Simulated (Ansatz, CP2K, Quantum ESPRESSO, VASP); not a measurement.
## NiMoIrPdW: programs and potentials compared

```xyz
5
Lattice="4.1170 0.0000 0.0000 -2.0585 3.5655 0.0000 0.0000 0.0000 5.4458" Properties=species:S:1:pos:R:3 pbc="T T T"
Ni    0.0000    0.0000    5.2157
Mo    2.0585    1.1885    5.2367
Pd    2.0585    1.1885    2.5211
Ir    0.0000    2.3770    3.9521
W     0.0000    2.3770    1.2875
```

The cell comes from a database or a generator and needn't be the stable form of this composition.

Alike in all runs: task single point; functional PBE; k mesh 8 × 8 × 5; occupations fermi-dirac, width 0.05 eV; collinear spin, ferromagnetic start; no spin-orbit coupling. Pressure is positive in compression and, in plane waves, holds the error of the finite cutoff, which Ansatz's Pulay term estimates and takes out.

```
                                                                                                                                         program and potentials  plane-wave cutoff (eV)                                                                        notes  pressure (GPa)  net moment per atom (μB)  largest force (eV/Å)
                                                                                                                                             Ansatz, Ansatz PAW                     420  16.2 valence electrons an atom on average; Pulay term of +0.06 GPa included           -0.01                      0.00                     -
                                                                                                            VASP, PBE PAW files Ir, Mo_sv, Ni, Pd, W_sv, 520 eV                     520                                    11.4 valence electrons an atom on average            0.17                      0.00                     -
CP2K, GTH_POTENTIALS Ni GTH-PBE-q18, Pd GTH-PBE-q18, Ir GTH-PBE-q17, W GTH-PBE-q14; POTENTIAL_UZH Mo GTH-PBE-q14; TZVP-MOLOPT-SR-GTH, TZVP-MOLOPT-PBE-GTH basis                       -                      atomic basis; 16.2 valence electrons an atom on average            0.26                      0.00                 0.057
                                                                                                                 Ansatz, all-electron LAPW, scalar-relativistic                       -                                                                            -            0.00                      0.00                     -
                                                                                                                      Quantum ESPRESSO, SSSP 1.3 efficiency PBE                     816                                    15.8 valence electrons an atom on average           -0.11                      0.00                 0.068
```

Force on atom 2 (Mo), eV/Å:

```
                                                                                                                                         program and potentials      x      y      z
                                                                                                                                             Ansatz, Ansatz PAW  0.000  0.000  0.043
                                                                                                            VASP, PBE PAW files Ir, Mo_sv, Ni, Pd, W_sv, 520 eV  0.000  0.000  0.033
CP2K, GTH_POTENTIALS Ni GTH-PBE-q18, Pd GTH-PBE-q18, Ir GTH-PBE-q17, W GTH-PBE-q14; POTENTIAL_UZH Mo GTH-PBE-q14; TZVP-MOLOPT-SR-GTH, TZVP-MOLOPT-PBE-GTH basis  0.000  0.000  0.057
                                                                                                                 Ansatz, all-electron LAPW, scalar-relativistic  0.000  0.000  0.039
                                                                                                                      Quantum ESPRESSO, SSSP 1.3 efficiency PBE  0.000  0.000  0.068
```

The pressure spans -0.11 (Quantum ESPRESSO, SSSP 1.3 efficiency PBE) to 0.26 GPa (CP2K, GTH_POTENTIALS Ni GTH-PBE-q18, Pd GTH-PBE-q18, Ir GTH-PBE-q17, W GTH-PBE-q14; POTENTIAL_UZH Mo GTH-PBE-q14; TZVP-MOLOPT-SR-GTH, TZVP-MOLOPT-PBE-GTH basis), with all-electron results at 0.00. All agree on the net moment per atom. The state is the one that the start led to, which needn't be the lowest. Rows in atomic bases carry the error of their basis and grid, which can be large.

The functional is the same throughout but for its coding, so the spread measures potentials, basis and numerics; runs on potential files found faulty are left out.
